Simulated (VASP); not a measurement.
Here is the system:

```
CELL_PARAMETERS angstrom
      4.04252     0.00000     0.00000
     -2.02126     3.50092     0.00000
      0.00000     0.00000     4.95319
ATOMIC_POSITIONS crystal
  P  0.33333 0.66667 0.25000
  P  0.66667 0.33333 0.75000
  Re 0.00000 0.00000 0.00000
  Re 0.00000 0.00000 0.50000
  Re 0.33333 0.66667 0.75000
  Re 0.66667 0.33333 0.25000
```

Computed with PBE GGA, VASP's PBE PAW potentials (set 64) (plane waves; VASP 6.6.1). Numerical set-up: 300 eV cut-off, 5×5×4 Γ-centred mesh, Fermi-Dirac smearing of 0.10 eV, potentials P Re.

Give the energies of bands 9 to 22 at the high-symmetry points, in eV from the Fermi level.

| band | Γ | M | K | A | L | H |
|---|---|---|---|---|---|---|
| 9 | -6.50 | -5.88 | -5.62 | -5.11 | -5.12 | -4.43 |
| 10 | -6.50 | -5.44 | -4.11 | -5.11 | -5.12 | -4.43 |
| 11 | -5.00 | -4.64 | -4.11 | -5.11 | -4.67 | -4.12 |
| 12 | -5.00 | -4.59 | -3.59 | -5.11 | -4.67 | -4.12 |
| 13 | -1.60 | -3.31 | -3.54 | -2.44 | -3.04 | -3.61 |
| 14 | -1.12 | -3.28 | -2.74 | -2.44 | -3.04 | -3.61 |
| 15 | -0.94 | -2.38 | -2.72 | 0.33 | -2.12 | -2.74 |
| 16 | -0.94 | -2.04 | -2.72 | 0.33 | -2.12 | -2.74 |
| 17 | -0.62 | -1.73 | -1.68 | 0.33 | -1.19 | -0.66 |
| 18 | 0.69 | -1.09 | -1.68 | 0.33 | -1.19 | -0.66 |
| 19 | 0.69 | -0.02 | -0.99 | 0.94 | -0.70 | -0.65 |
| 20 | 0.70 | -0.01 | -0.99 | 0.94 | -0.70 | -0.65 |
| 21 | 0.70 | 0.24 | -0.12 | 0.94 | 0.74 | 0.90 |
| 22 | 1.98 | 0.38 | 0.96 | 0.94 | 0.74 | 0.91 |

It has no gap at this level: it comes out as a metal or semimetal.

The structure was generated: Re2P was put into an ordered model structure, which need not be its known phase. The cell was not relaxed at this level. The k-mesh is coarse (spacing up to 0.36 per Å, 2π included), so the numbers may not be converged in it.
